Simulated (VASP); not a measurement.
Crystal: Sc.

```
Sc
1.0
     3.29122    0.00000    0.00000
    -1.64561    2.85028    0.00000
     0.00000    0.00000    5.33257
Sc
2
Direct
  0.33333 0.66667 0.25000
  0.66667 0.33333 0.75000
```

| Item | Value |
| --- | --- |
| Program | VASP 6.6.1 |
| Task | relaxation of cell and atoms |
| Functional | RPBE |
| Potentials or basis | VASP PAW PBE potentials, release 64 (Sc_sv) |
| Cutoff | 600 eV |
| k mesh | 15 × 15 × 8 |
| Occupations | gaussian, width 0.1 eV |
| Spin | no spin polarisation |

At the start: pressure 1.4 GPa; volume 25.01 Å³/atom.

Where does the relaxation end?

Over 5 steps the energy falls by 8.2 meV/atom and the volume is 25.64 Å³/atom (+2.5 %); space group P6_3/mmc (No. 194, to 0.05 Å).

Step by step:
| step | energy change (eV) | largest force (eV/Å) | pressure (GPa) | volume (Å³) |
| --- | --- | --- | --- | --- |
| 1 | 0.0000 | 0.0000 | 1.42 | 50.02 |
| 2 | -0.0140 | 0.0000 | -0.32 | 51.64 |
| 3 | -0.0141 | 0.0000 | -0.44 | 51.76 |
| 4 | -0.0161 | 0.0000 | -0.14 | 51.42 |
| 5 | -0.0164 | 0.0000 | 0.00 | 51.28 |

Final structure:
```yaml
crystal:
  lattice:
    - [3.36007, 0.00000, 0.00000]
    - [-1.68004, 2.90991, 0.00000]
    - [0.00000, 0.00000, 5.24450]
  atoms:
    - { symbol: Sc, position: [0.33333, 0.66667, 0.25000] }
    - { symbol: Sc, position: [0.66667, 0.33333, 0.75000] }
```

Caveat: the PAW data sets were made with another functional, which shifts forces and pressure a little.
